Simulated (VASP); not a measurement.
Runs of VASP 6.6.1 on MgBe. Symmetry: P6mm, No. 183, hexagonal system. Conventional cell: a = 2.400 Å, b = 2.400 Å, c = 4.901 Å, α = 90.00°, β = 90.00°, γ = 120.00°. Mg (site symmetry 6mm) is surrounded by 1 Be at 2.22 Å and 6 Mg at 2.40 Å. Be (site symmetry 6mm) is surrounded by 1 Mg at 2.22 Å and 6 Be at 2.40 Å. The cell was built by a generator and needn't be a form met in nature.

| task | level | potentials or basis | cell | k mesh | cutoff (eV) | smearing | grid for exact exchange (PRECFOCK) | exchange at q = 0 | other keys | mesh quality | gap on the mesh (eV) | pressure (GPa) | relaxed volume (Å³/atom) | largest force (eV/Å) |
| --- | --- | --- | --- | --- | --- | --- | --- | --- | --- | --- | --- | --- | --- | --- |
| single point | PBEsol0 | VASP PAW PBE potentials, release 64 (Mg, Be) | as given | 7 × 7 × 3 | 520 | methfessel-paxton 0.2 eV | Fast | truncated | ISYM = 3; ALGO = Normal | coarse | none | 32.2 | - | 1.39 |
| relaxation of cell and atoms | r2SCAN | VASP PAW PBE potentials, release 64 (Mg, Be) | relaxed | 13 × 13 × 6 | 600 | methfessel-paxton 0.1 eV | - | - | - | not flagged | none | 0.0 | 17.18 | - |
| relaxation of cell and atoms | LAK | VASP PAW PBE potentials, release 64 (Mg, Be) | relaxed | 13 × 13 × 6 | 600 | methfessel-paxton 0.1 eV | - | - | - | not flagged | none | 0.0 | 17.10 | - |
| atomic charges | PBE0+D2 | VASP PAW PBE potentials, release 64 (Mg_pv, Be_sv) | as given | 7 × 7 × 3 | 520 | methfessel-paxton 0.1 eV | Fast | default | - | coarse | none | 31.6 | - | 1.36 |
| relaxation of cell and atoms | r2SCAN+D4 | VASP PAW PBE potentials, release 64 (Mg, Be) | relaxed | 13 × 13 × 6 | 600 | methfessel-paxton 0.1 eV | - | - | - | not flagged | none | 0.0 | (a) | 0.01 |
| relaxation of cell and atoms | PBEsol | VASP PAW PBE potentials, release 64 (Mg, Be) | relaxed | 13 × 13 × 6 | 600 | methfessel-paxton 0.2 eV | - | - | - | not flagged | none | 0.0 | 17.15 | - |

Alike in all rows: no spin polarisation.

Task: Estimate the missing entries.

Result: (a) 16.98.

Caveats: some runs use coarse meshes; the PAW data sets were made with another functional, which shifts forces and pressure a little; the volume moved by over 15 % at a fixed basis, so the end points are rough (some runs); a pressure of tens of GPa on the cell as given is suspect, and the run, the potentials or the cell itself is likely at fault (some runs); pairwise dispersion overbinds metals, which lowers pressure and volume (some runs); atom-pairwise D2, TS and ULG terms overbind metals (some runs).

A gap of «none» marks a metal or a gap under the smearing width.

The runs don't all hold the same shells in valence.

Runs at the PBE level aren't shown here.
